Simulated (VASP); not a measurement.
Here is the system:

```
Si
1.0
    0.00000     2.73566     2.73566
    2.73566     0.00000     2.73566
    2.73566     2.73566     0.00000
Si
2
Direct
  0.00000   0.00000   0.00000
  0.25000   0.25000   0.25000
```

All values below come from PBE GGA with D4 dispersion, VASP's PBE PAW potentials (set 64) (plane waves; VASP). Numerical set-up: 520 eV cut-off, 8×8×8 Γ-centred mesh, Gaussian smearing of 0.050 eV, potentials Si.

Task: What does the run give for the energy per atom (σ→0), pressure?

Result: 
```
Item                            Value
---------------------  --------------
energy per atom (σ→0)  -5.748 eV/atom
pressure                    -2.60 GPa
```

Only differences to runs with the same potentials and settings are physical.

The compound is Si in the diamond structure. This cell is one point of a volume scan, at 1.03 of the reference volume.
